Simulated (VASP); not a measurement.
Here is the system:

```
CELL_PARAMETERS angstrom
      1.57164    -2.72217     0.00000
      1.57164     2.72217     0.00000
      0.00000     0.00000    15.80551
ATOMIC_POSITIONS crystal
  Mo 0.33333 0.66667 0.25000
  Mo 0.66667 0.33333 0.75000
  S  0.33333 0.66667 0.84685
  S  0.66667 0.33333 0.34685
  S  0.66667 0.33333 0.15315
  S  0.33333 0.66667 0.65315
```

Method: RPBE GGA, VASP's PBE PAW potentials (set 64) (plane waves; VASP 6.6.1). Numerical set-up: 520 eV cut-off, 8×8×2 Γ-centred mesh, Gaussian smearing of 0.050 eV, potentials Mo_sv S.

Without a dispersion term in the relaxation, distances and binding between the weakly bound layers, chains or molecules are unreliable, and so is what depends on them.

**Question.** The ions and cell shape at fixed volume are relaxed. What does this cell relax into?

**Answer.** 
```
CELL_PARAMETERS angstrom
      1.60333    -2.77704     0.00000
      1.60333     2.77704     0.00000
      0.00000     0.00000    15.18704
ATOMIC_POSITIONS crystal
  Mo 0.33333 0.66667 0.25000
  Mo 0.66667 0.33333 0.75000
  S  0.33333 0.66667 0.85293
  S  0.66667 0.33333 0.35293
  S  0.66667 0.33333 0.14707
  S  0.33333 0.66667 0.64707
```
Space group P6_3/mmc (194), at a tolerance of 0.03 Å.

**Question.** How much energy does the relaxation gain?

**Answer.** The energy (σ→0) changes by -30.6 meV/atom, in 8 ionic steps.

The compound is MoS2 in the 2H layered structure. This cell is one point of a volume scan, at 0.94 of the reference volume. Symmetry was kept, so distortions that lower it aren't found.
